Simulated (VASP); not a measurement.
Input:

```
AsB
1.0
    3.23234     0.00000     0.00000
   -1.61617     2.79929     0.00000
    0.00000     0.00000     5.38782
B As
2 2
Direct
  0.00000   0.00000   0.00000
  0.00000   0.00000   0.50000
  0.33333   0.66667   0.25000
  0.66667   0.33333   0.75000
```

Method: PBEsol GGA, VASP's PBE PAW potentials (set 64) (plane waves; VASP 6.6.1). Settings: 620 eV cut-off, 11×11×6 Γ-centred mesh, first-order Methfessel-Paxton smearing of 0.10 eV, potentials B As.

Q: Predict the energy per atom (σ→0), band gap (on the k-mesh) with the smallest direct gap where there is one.

A: 
The band gap (on the k-mesh) is none (metal, semimetal or under 0.01 eV) and the energy per atom (σ→0) is -5.162 eV/atom.

Total energies compare only between runs with the same potentials, cut-off and functional.

The structure was generated: BAs was put into the NiAs type type (P6_3/mmc), which need not be its known phase. It was relaxed first, which changed the volume by +20 %.
